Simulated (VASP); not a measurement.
An input for Ansatz (written as the equivalent of a VASP run, and not itself run):

Ansatz 0.2 input:
```yaml
crystal:
  lattice:
    - [3.1956434, 0.0000000, 0.0000000]
    - [0.0000000, 3.1956434, 0.0000000]
    - [0.0000000, 0.0000000, 3.1956434]
  atoms:
    - { symbol: Li, position: [0.5000000, 0.5000000, 0.5000000] }
    - { symbol: Hg, position: [0.0000000, 0.0000000, 0.0000000] }
kpoints:
  mp_grid: { grid: [10, 10, 10] }
hamiltonian:
  xc: lda
  pseudopotentials: { kind: paw }
scf:
  occupations: { method: methfessel_paxton, width: 0.1 }
  max_iter: 100
relax:
  max_steps: 60
  f_tol: 0.01
  cell: {}
output: { forces: true, stress: true, eigenvalues: true }
```

Question: Write the VASP files for the same calculation (LDA).

Answer: Several could match; the one computed here: 
### KPOINTS
```
Automatic
0
Gamma
  10 10 10
0 0 0
```

INCAR:
```
SYSTEM=LiHg
PREC=Accurate; ENCUT=520; LREAL=.FALSE.
LASPH=.TRUE.
EDIFF=1E-6; NELM=100; ALGO=Normal
LMAXMIX=6
ISMEAR=1; SIGMA=0.1
IBRION=2; NSW=60; ISIF=3
EDIFFG=-0.01
LWAVE=.FALSE.; LCHARG=.FALSE.
```

POSCAR:
```
LiHg
1
    3.1956434276    -0.0000000000     0.0000000000
    0.0000000000     3.1956434276     0.0000000000
    0.0000000000    -0.0000000000     3.1956434276
Li Hg
1 1
Direct
  0.5000000000   0.5000000000   0.5000000000
  0.0000000000   0.0000000000   0.0000000000
```

POTCAR, in this order: Li_sv Hg (LDA.64 set). Program: vasp_std.

Limits of the translation: each code has its own PAW files, so the cut-off isn't converted (ENCUT is set for VASP's; basis.ecutwfc is left out, and Ansatz then takes the one that its files recommend); Ansatz stops its SCF on the density residual and VASP on the energy change (EDIFF); Ansatz's lda is the Perdew-Wang form, while the LDA potentials of VASP carry Perdew-Zunger's.

The structure comes from a computed database's LiHg entry (Pm-3m); how it stands against other phases isn't given here. It was relaxed first, which changed the volume by -9 %. The start is the result of an earlier pass.
